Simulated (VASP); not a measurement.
Here is the system:

```yaml
crystal:
  lattice:
    - [0.00000, 2.72566, 2.72566]
    - [2.72566, 0.00000, 2.72566]
    - [2.72566, 2.72566, 0.00000]
  atoms:
    - { symbol: Si, position: [0.25000, 0.25000, 0.25000] }
    - { symbol: Si, position: [0.00000, 0.00000, 0.00000] }
```

The numbers are results of PBE GGA, VASP's PBE PAW potentials (set 64) (plane waves; VASP), not measurements. Numerical set-up: 300 eV cut-off, 8×8×8 Γ-centred mesh, Fermi-Dirac smearing of 0.020 eV, potentials Si.

Question: Give the energies of bands 2 to 7 at the high-symmetry points, in eV from the valence-band maximum.

Answer: 
| band | Γ | X | U | L | W |
|---|---|---|---|---|---|
| 2 | 0.00 | -7.78 | -7.19 | -6.91 | -7.62 |
| 3 | 0.00 | -2.82 | -4.25 | -1.19 | -3.80 |
| 4 | 0.00 | -2.82 | -2.40 | -1.19 | -3.80 |
| 5 | 2.56 | 0.74 | 1.23 | 1.50 | 4.28 |
| 6 | 2.56 | 0.74 | 4.12 | 3.35 | 4.28 |
| 7 | 2.56 | 10.03 | 7.43 | 3.35 | 4.97 |

The gap is indirect, 0.61 eV, from the valence maximum at Γ to the conduction minimum at Γ-X at 0.89.

The structure comes from a computed database's Si entry; how it stands against other phases isn't given here. The cell was not relaxed at this level.
